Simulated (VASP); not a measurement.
The input files of a VASP run:

**INCAR**
```
SYSTEM = CsCl
PREC = Accurate
ENCUT = 400
EDIFF = 1E-6
NELM = 60
ALGO = Normal
LREAL = .FALSE.
LASPH = .TRUE.
ISMEAR = 0
SIGMA = 0.05
GGA = PE
LMAXMIX = 4
LWAVE = .FALSE.
LCHARG = .FALSE.
ISIF = 2
IMIX = 1
AMIX = 1.9
BMIX = 0.0001
```

File KPOINTS:
```
Automatic mesh
0
Gamma
5 5 5
0 0 0
```

### POSCAR
```
CsCl
1
    4.1200000000     0.0000000000     0.0000000000
    0.0000000000     4.1200000000     0.0000000000
    0.0000000000     0.0000000000     4.1200000000
Cs Cl
1 1
Direct
  0.0000000000   0.0000000000   0.0000000000
  0.5000000000   0.5000000000   0.5000000000
```

POTCAR, in this order: Cs_sv Cl (PBE.64 set). Program: vasp_std.

The resulting files:

standard output:
```
...
DAV:  21    -0.884287483430E+05   -0.66483E+04   -0.21301E+05   480   0.254E+03    0.450E+03
DAV:  22    -0.946137994374E+05   -0.61851E+04   -0.22122E+05   480   0.382E+03    0.467E+03
DAV:  23    -0.100498264862E+06   -0.58845E+04   -0.22939E+05   480   0.273E+03    0.498E+03
DAV:  24    -0.105738941219E+06   -0.52407E+04   -0.23279E+05   480   0.402E+03    0.527E+03
DAV:  25    -0.110875812473E+06   -0.51369E+04   -0.24192E+05   480   0.292E+03    0.540E+03
DAV:  26    -0.115474731765E+06   -0.45989E+04   -0.24641E+05   480   0.420E+03    0.553E+03
DAV:  27    -0.119758486547E+06   -0.42838E+04   -0.25239E+05   480   0.304E+03    0.576E+03
DAV:  28    -0.123430370251E+06   -0.36719E+04   -0.25488E+05   480   0.435E+03    0.596E+03
DAV:  29    -0.127175691925E+06   -0.37453E+04   -0.26034E+05   480   0.317E+03    0.618E+03
DAV:  30    -0.130435881943E+06   -0.32602E+04   -0.26414E+05   480   0.446E+03    0.638E+03
DAV:  31    -0.133588564824E+06   -0.31527E+04   -0.26821E+05   480   0.327E+03    0.652E+03
DAV:  32    -0.136258037515E+06   -0.26695E+04   -0.26949E+05   480   0.457E+03    0.665E+03
DAV:  33    -0.138852303017E+06   -0.25943E+04   -0.27383E+05   480   0.335E+03    0.671E+03
DAV:  34    -0.141057771608E+06   -0.22055E+04   -0.27488E+05   480   0.465E+03    0.676E+03
DAV:  35    -0.143321859390E+06   -0.22641E+04   -0.27920E+05   480   0.339E+03    0.686E+03
DAV:  36    -0.145241175271E+06   -0.19193E+04   -0.27853E+05   480   0.471E+03    0.696E+03
DAV:  37    -0.147155339002E+06   -0.19142E+04   -0.28423E+05   480   0.344E+03    0.699E+03
DAV:  38    -0.148662655967E+06   -0.15073E+04   -0.28406E+05   480   0.477E+03    0.702E+03
DAV:  39    -0.150396356800E+06   -0.17337E+04   -0.28707E+05   480   0.347E+03    0.715E+03
DAV:  40    -0.151767703534E+06   -0.13713E+04   -0.28930E+05   480   0.482E+03    0.727E+03
DAV:  41    -0.153252222903E+06   -0.14845E+04   -0.29171E+05   480   0.354E+03    0.734E+03
DAV:  42    -0.154158715600E+06   -0.90649E+03   -0.28882E+05   480   0.484E+03    0.739E+03
DAV:  43    -0.155215657893E+06   -0.10569E+04   -0.29311E+05   480   0.363E+03    0.740E+03
DAV:  44    -0.156172217410E+06   -0.95656E+03   -0.29298E+05   480   0.488E+03    0.740E+03
DAV:  45    -0.157224929153E+06   -0.10527E+04   -0.29584E+05   480   0.359E+03    0.739E+03
DAV:  46    -0.157873421337E+06   -0.64849E+03   -0.29394E+05   480   0.494E+03    0.738E+03
DAV:  47    -0.158847590730E+06   -0.97417E+03   -0.29781E+05   480   0.365E+03    0.744E+03
DAV:  48    -0.159577813453E+06   -0.73022E+03   -0.29934E+05   480   0.492E+03    0.750E+03
DAV:  49    -0.160332115235E+06   -0.75430E+03   -0.29924E+05   480   0.363E+03    0.757E+03
DAV:  50    -0.160783158698E+06   -0.45104E+03   -0.29875E+05   480   0.495E+03    0.762E+03
DAV:  51    -0.161332798763E+06   -0.54964E+03   -0.29887E+05   480   0.371E+03    0.764E+03
DAV:  52    -0.161759487820E+06   -0.42669E+03   -0.29989E+05   480   0.498E+03    0.766E+03
DAV:  53    -0.162415625469E+06   -0.65614E+03   -0.30045E+05   480   0.368E+03    0.769E+03
DAV:  54    -0.162723674341E+06   -0.30805E+03   -0.30221E+05   480   0.502E+03    0.773E+03
DAV:  55    -0.163191988828E+06   -0.46831E+03   -0.30122E+05   480   0.373E+03    0.793E+03
DAV:  56    -0.163520638082E+06   -0.32865E+03   -0.30120E+05   480   0.502E+03    0.811E+03
DAV:  57    -0.163847768789E+06   -0.32713E+03   -0.30251E+05   480   0.374E+03    0.810E+03
DAV:  58    -0.164033253496E+06   -0.18548E+03   -0.30195E+05   480   0.507E+03    0.809E+03
DAV:  59    -0.164489719814E+06   -0.45647E+03   -0.30461E+05   480   0.371E+03    0.816E+03
DAV:  60    -0.164599084869E+06   -0.10937E+03   -0.30293E+05   480   0.503E+03

 -----------------------------------------------------------------------------
|                                                                             |
|           W    W    AA    RRRRR   N    N  II  N    N   GGGG   !!!           |
|           W    W   A  A   R    R  NN   N  II  NN   N  G    G  !!!           |
|           W    W  A    A  R    R  N N  N  II  N N  N  G       !!!           |
|           W WW W  AAAAAA  RRRRR   N  N N  II  N  N N  G  GGG   !            |
|           WW  WW  A    A  R   R   N   NN  II  N   NN  G    G                |
|           W    W  A    A  R    R  N    N  II  N    N   GGGG   !!!           |
|                                                                             |
|     The electronic self-consistency was not achieved in the given           |
|     number of steps (NELM). The forces and other quantities evaluated       |
|     might not be reliable so examine the results carefully. If you find     |
|     spurious results, we suggest increasing NELM, if you were close to      |
|     convergence or switching to a different ALGO or adjusting the           |
|     density mixing parameters otherwise.                                    |
|                                                                             |
 -----------------------------------------------------------------------------

   1 F= -.16459908E+06 E0= -.16459908E+06  d E =-.246820E-02
```

**OUTCAR**
```
------------------------ aborting loop EDIFF was not reached (unconverged)  ----------------------------
  FORCE on cell =-STRESS in cart. coord.  units (eV):
  Direction    XX          YY          ZZ          XY          YZ          ZX
  --------------------------------------------------------------------------------------
  Total     -987.1329487   -987.1329487   -987.1329487     -0.0000000      0.0000000      0.0000000
  in kB   -22614.8953500 -22614.8953500 -22614.8953500     -0.0000000      0.0000000      0.0000000
  external PRESSURE =  -22614.8953500 kB  Pullay stress =       0.0000000 kB
  volume of cell :       69.93
      direct lattice vectors                 reciprocal lattice vectors
     4.120000000  0.000000000  0.000000000     0.242718447  0.000000000  0.000000000
     0.000000000  4.120000000  0.000000000     0.000000000  0.242718447  0.000000000
     0.000000000  0.000000000  4.120000000     0.000000000  0.000000000  0.242718447
 POSITION                                       TOTAL-FORCE (eV/Angst)
 -----------------------------------------------------------------------------------
      0.00000      0.00000      0.00000         0.000000      0.000000      0.000000
      2.06000      2.06000      2.06000         0.000000      0.000000      0.000000
 -----------------------------------------------------------------------------------
    total drift:                               -0.000000      0.000000      0.000000
  FREE ENERGIE OF THE ION-ELECTRON SYSTEM (eV)
  ---------------------------------------------------
  free  energy   TOTEN  =   -164599.0848688205 eV

  energy  without entropy=  -164599.0824006234  energy(sigma->0) =  -164599.08363472
```
(Selected blocks of OUTCAR.)

Question: From input and log, find the fault in this run and mend it.

Answer: The cause: simple mixing (IMIX = 1) with AMIX above 1 overshoots. The run did not converge; its last values are not results. Against the sound run, the energy per atom (σ→0) falls by 82296.279 eV/atom; the pressure falls by 2262.55 GPa; the band gap decreases by 5.27 eV. To mend it, remove IMIX, remove AMIX, remove BMIX.

The mended run (PBE GGA, plane waves, VASP's PBE PAW potentials (set 64)) converges, and its OSZICAR ends with
```
   1 F= -.65257758E+01 E0= -.65257758E+01  d E =-.426908E-18
```

The compound is CsCl in the CsCl type structure. The cell was not relaxed at this level.
